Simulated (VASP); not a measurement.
```
CELL_PARAMETERS angstrom
      0.00000     2.67500     2.67500
      2.67500     0.00000     2.67500
      2.67500     2.67500     0.00000
ATOMIC_POSITIONS crystal
  K  0.00000 0.00000 0.00000
  F  0.50000 0.50000 0.50000
```

These are PBE GGA, VASP's PBE PAW potentials (set 64) (plane waves; VASP 6.6.1) values and carry that method's errors. Settings: 800 eV cut-off, 8×8×8 Γ-centred mesh, Gaussian smearing of 0.050 eV, potentials K_sv F_h.

Question: What does the run give for the energy per atom (σ→0), pressure, band gap (on the k-mesh) with the smallest direct gap where there is one?

Answer: 
```json
{
  "band gap (on the k-mesh)": "6.15 eV",
  "smallest direct gap (on the k-mesh)": "6.15 eV",
  "energy per atom (σ→0)": "-4.148 eV/atom",
  "pressure": "-11.4 kbar"
}
```

Only differences to runs with the same potentials and settings are physical.

The compound is KF in the rock salt structure. The cell was not relaxed at this level. The run is one of a series of settings (ENCUT = 800, POTCAR K_sv F_h (PBE.64 set) against the base run), some of them coarse on purpose.
